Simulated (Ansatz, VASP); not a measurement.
# Fe: VASP beside Ansatz, part 2 of 2

Wanted: the spread between two codes on one cell, functional and k mesh. The cell is taken from a series of VASP runs on this material, whose earlier steps may have relaxed, scaled or displaced it; both programs get it as it stands.

VASP 6.6.1 and Ansatz 0.2.0.

So far. Step 4 (Differences): The walks stopped with 0.02 GPa left in Ansatz and -0.01 GPa in VASP; each walk ends within a tolerance, so the volume difference is uncertain by about these residues over the bulk modulus, most in soft cells.

**5. VASP: relaxation of cell and atoms, PBEsol with D3(BJ)**

Level of this step: PBEsol with D3(BJ), spin-polarised from a ferromagnetic start (one magnetic atom a cell); plane waves and PAW (Fe) (VASP).

The relaxed volume is the usual yardstick between codes: its relative difference is about their pressure difference at one cell divided by the bulk modulus. The cell compared in this pair holds 10.61 Å³, against 10.36 Å³ for the pair before.

Input file INCAR:

```
SYSTEM = Fe
PREC = Accurate
ENCUT = 450
EDIFF = 1E-06
NELM = 100
ISMEAR = 1
SIGMA = 0.15
LREAL = .FALSE.
ALGO = Normal
GGA = PS
IVDW = 12
NBANDS = 10
ISPIN = 2
MAGMOM = 3
LMAXMIX = 4
LORBIT = 11
LWAVE = .FALSE.
LCHARG = .FALSE.
KPAR = 4
IBRION = 2
NSW = 50
ISIF = 3
EDIFFG = -0.004
```

Input file POSCAR:

```
Fe
1.0
   -1.3841861789      1.3841861789      1.3841861789
    1.3841861789     -1.3841861789      1.3841861789
    1.3841861789      1.3841861789     -1.3841861789
Fe
1
Direct
    0.0000000000      0.0000000000      0.0000000000
```

Input file KPOINTS:

```
Automatic mesh
0
Gamma
22 22 22
0 0 0
```

PAW data sets: Fe (PBE family, release 64).

Command:

```
$ mpirun -np 4 vasp_std
```

Numbers of over 12 decimals in the logs are rounded to 6 here.

The program printed:

```text
[banner, memory and clock lines left out]
running    4 mpi-ranks, on    1 nodes
[...]
|                                                                             |
|               ----> ADVICE to this user running VASP <----                  |
|                                                                             |
|     You enforced a specific xc type in the INCAR file but a different       |
|     [... a line on the potential file left out ...]
|     I HOPE YOU KNOW WHAT YOU ARE DOING!                                     |
|                                                                             |

 LDA part: xc-table for (Slater+PW92), standard interpolation
 POSCAR, INCAR and KPOINTS ok, starting setup
[...]
entering main loop
       N       E                     dE             d eps       ncg     rms          rms(c)
DAV:   1     0.145099482872E+02    0.14510E+02   -0.37732E+03 13966   0.893E+02
DAV:   2    -0.953633471145E+01   -0.24046E+02   -0.22161E+02 13286   0.124E+02
DAV:   3    -0.993447131220E+01   -0.39814E+00   -0.39679E+00 14554   0.204E+01
DAV:   4    -0.993606297396E+01   -0.15917E-02   -0.15915E-02 14126   0.118E+00
[...]
DAV:  10    -0.891019868591E+01   -0.16355E-03   -0.41901E-04 14358   0.281E-01    0.872E-02
DAV:  11    -0.891023786723E+01   -0.39181E-04   -0.14746E-04 15214   0.134E-01    0.279E-02
DAV:  12    -0.891023721388E+01    0.65335E-06   -0.24378E-06 11686   0.253E-02
   1 F= -.92657640E+01 E0= -.92656683E+01  d E =-.926576E+01  mag=     2.1188
[... from here on, the cycles between the ionic steps are left out ...]
   2 F= -.92657631E+01 E0= -.92656477E+01  d E =0.926707E-06  mag=     2.1152
   3 F= -.92657683E+01 E0= -.92656650E+01  d E =-.425820E-05  mag=     2.1164
   4 F= -.92657679E+01 E0= -.92656605E+01  d E =-.383304E-05  mag=     2.1160
   5 F= -.92657683E+01 E0= -.92656637E+01  d E =-.426930E-05  mag=     2.1163
[...]
reached required accuracy - stopping structural energy minimisation
```

Parts of OUTCAR (step 5):

```text
 Edisp (eV)   -0.35586

 Edisp (eV)   -0.35580

  Total      -0.00061    -0.00061    -0.00061     0.00000     0.00000     0.00000
  in kB      -0.09169    -0.09169    -0.09169     0.00000     0.00000     0.00000
  external pressure =       -0.09 kB  Pullay stress =        0.00 kB

 POSITION                                       TOTAL-FORCE (eV/Angst)
 -----------------------------------------------------------------------------------
      0.00000      0.00000      0.00000        -0.000000      0.000000     -0.000000
 -----------------------------------------------------------------------------------
    total drift:                               -0.000000      0.000000     -0.000000

  FREE ENERGIE OF THE ION-ELECTRON SYSTEM (eV)
  ---------------------------------------------------
  free  energy   TOTEN  =        -9.2657683032 eV

  energy  without entropy=       -9.2654543959  energy(sigma->0) =       -9.26566367

 magnetization (x)
# of ion       s       p       d       tot
------------------------------------------
    1       -0.012  -0.049   2.155   2.093

[... 2 parts as in an earlier step ...]

[... 2 further parts left out ...]
[key lines of the parts left out:]
E-fermi :   6.4434
```

LASPH is off, so gradient terms of the non-spherical density inside the spheres are left out; for open d or f shells this can shift gaps and moments. Dispersion corrections of this kind ignore metallic screening and tend to overbind metals.

**6. Ansatz: relaxation of cell and atoms, PBEsol with D3(BJ)**

The same cell, functional, mesh and smearing now go to Ansatz, which takes its cutoff from its data sets.

The cell is taken from a series of VASP runs on this material, whose earlier steps may have relaxed, scaled or displaced it; both programs get it as it stands.

Input file input.yaml:

```yaml
crystal:
  lattice:
    - [-1.3841861789, 1.3841861789, 1.3841861789]
    - [1.3841861789, -1.3841861789, 1.3841861789]
    - [1.3841861789, 1.3841861789, -1.3841861789]
  atoms:
    - { symbol: Fe, position: [0.0, 0.0, 0.0], spin: 3.0 }
hamiltonian:
  xc: pbesol
  pseudopotentials: { kind: paw }
  dispersion: d3bj
magnetization:
  spin_polarized: true
kpoints:
  mp_grid: { grid: [22, 22, 22] }
scf:
  occupations: { method: methfessel_paxton, width: 0.15 }
relax:
  f_tol: 0.01
  max_steps: 60
  cell: { stress_tol: 0.05 }
output:
  forces: true
  stress: true
  write_density: true
  write_potential: true
  elf: true
  volumetric_format: npy
```

Command:

```
$ ansatz run input.yaml --threads 4 --pin off --max-ram 9216MiB --backend cpu --events-out ev --progress --plain --runs-dir out
```

The program printed:

```text
[...]
Crystal: 1 atoms, lattice volume = 10.608 Å³
Basis set: ecut = 420 eV, 201 PW (Γ), exchange–correlation on 36×36×36 points (8 copies of the dense FFT grid, shifted against one another)
Bands: 14, of which v1, the nominal top of the filled ones, is band 8 counted from 1 (7 counted from 0)
Symmetry: 48 space group operations
[...]
--- Relaxed structure (1 steps of the walk, 1 accepted, 1 SCFs on fresh bases) ---
[...]
cell:  # Å, volume = 10.6082 Å³
    - [-1.3841861789, 1.3841861789, 1.3841861789]
    - [1.3841861789, -1.3841861789, 1.3841861789]
    - [1.3841861789, 1.3841861789, -1.3841861789]
  atoms:
    - { symbol: Fe, position: [0.0, 0.0, 0.0] }
[key lines of the parts left out:]
SCF converged after 5 iterations
Magnetization: 2.0947 μB (9.0473 up, 6.9527 down)
Free energy (F): -4449.199061 eV
Fermi energy:    20.041714 eV
P = ⅓ Tr σ = -0.0168 GPa (-0.168 kbar)
```

The job ended after 5.7 s (4 threads of Intel Xeon Platinum 8375C at 2.90GHz (Ice Lake), shared host; peak memory 0.47 GiB).

**7. Comparison**

What differs besides the data sets and the points named for the pairs above, as far as they apply: Ansatz makes its cores anew for this functional, VASP keeps those of its PBE data sets; VASP leaves aspherical gradient terms in its spheres out (LASPH is not set), Ansatz keeps them. Total energies have different zeros and are not compared.

Both answers:

| quantity | Ansatz | VASP | difference |
| --- | --- | --- | --- |
| volume (Å³) | 10.61 | 10.60 | +0.08 % |
| edge a after relaxation, in the typed setting (Å) | 2.397 | 2.397 | +0.03 % |
| total moment (μB) | 2.09 | 2.12 | -0.02 |
| moment on Fe1 (μB) | 2.12 | 2.09 | +0.02 |

The walks stopped with -0.02 GPa left in Ansatz and -0.01 GPa in VASP; each walk ends within a tolerance, so the volume difference is uncertain by about these residues over the bulk modulus, most in soft cells.

**8. Outcome**

```
difference in volume (relaxation of cell and atoms, LDA)                : 0.52 %
difference in volume (relaxation of cell and atoms, PBEsol with D3(BJ)) : 0.075 %
```

**Reading.** The difference in volume is 0.52 % (relaxation of cell and atoms, LDA), within the 1.2 % picked in this series as the mark of a large difference, as far as the stopping tolerances let one tell. How closely two codes agree says nothing of how well the functional describes the real material.

[Lines on the potential files, build, host, timing and source positions are cut from VASP's logs without a mark.]

[Logs are printed without paths, hosts, clocks, repeated set-up lines and the standing remarks that a program may print on its own settings, such as how far it seeks lower states.]

[Hosts, paths, dates, database ids (printed as entryN), source tags and the programs' standing remarks are cut or masked in the printed files.]
